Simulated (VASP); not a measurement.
Input:

```
GaAs
1.0
    3.98734     0.00000     0.00000
   -1.99367     3.45314     0.00000
    0.00000     0.00000     6.57249
Ga As
2 2
Direct
  0.33333   0.66667   0.99989
  0.66667   0.33333   0.49989
  0.33333   0.66667   0.37411
  0.66667   0.33333   0.87411
```

Calculation: PBEsol GGA with spin-orbit coupling, VASP's PBE PAW potentials (set 64) (plane waves; VASP). Settings: 400 eV cut-off, 6×6×3 Γ-centred mesh, Gaussian smearing of 0.050 eV, potentials Ga_d As.

Task: Give the energies of bands 27 to 40 at the high-symmetry points, in eV from the valence-band maximum.

Result: 
| band | Γ | M | K | A | L | H |
|---|---|---|---|---|---|---|
| 27 | -1.48 | -6.01 | -6.43 | -4.42 | -6.91 | -6.88 |
| 28 | -1.48 | -6.01 | -6.43 | -4.42 | -6.91 | -6.88 |
| 29 | -1.28 | -4.29 | -4.73 | -0.94 | -2.38 | -4.07 |
| 30 | -1.28 | -4.29 | -4.73 | -0.94 | -2.38 | -4.07 |
| 31 | -0.42 | -2.88 | -3.28 | -0.94 | -2.38 | -4.00 |
| 32 | -0.42 | -2.88 | -3.24 | -0.94 | -2.38 | -4.00 |
| 33 | -0.10 | -2.59 | -3.24 | -0.73 | -2.22 | -1.90 |
| 34 | -0.10 | -2.59 | -3.21 | -0.73 | -2.22 | -1.90 |
| 35 | 0.00 | -1.35 | -2.97 | -0.73 | -2.22 | -1.86 |
| 36 | 0.00 | -1.35 | -2.97 | -0.73 | -2.22 | -1.86 |
| 37 | 0.34 | 1.10 | 1.98 | 1.26 | 1.09 | 1.85 |
| 38 | 0.34 | 1.10 | 1.98 | 1.26 | 1.09 | 1.85 |
| 39 | 0.52 | 2.13 | 4.43 | 1.26 | 1.09 | 1.89 |
| 40 | 0.52 | 2.13 | 4.66 | 1.26 | 1.09 | 1.89 |

The gap is direct, 0.34 eV, from the valence maximum at Γ to the conduction minimum at Γ.

The structure comes from a computed database's GaAs entry (P6_3mc); how it stands against other phases isn't given here. It was relaxed first.
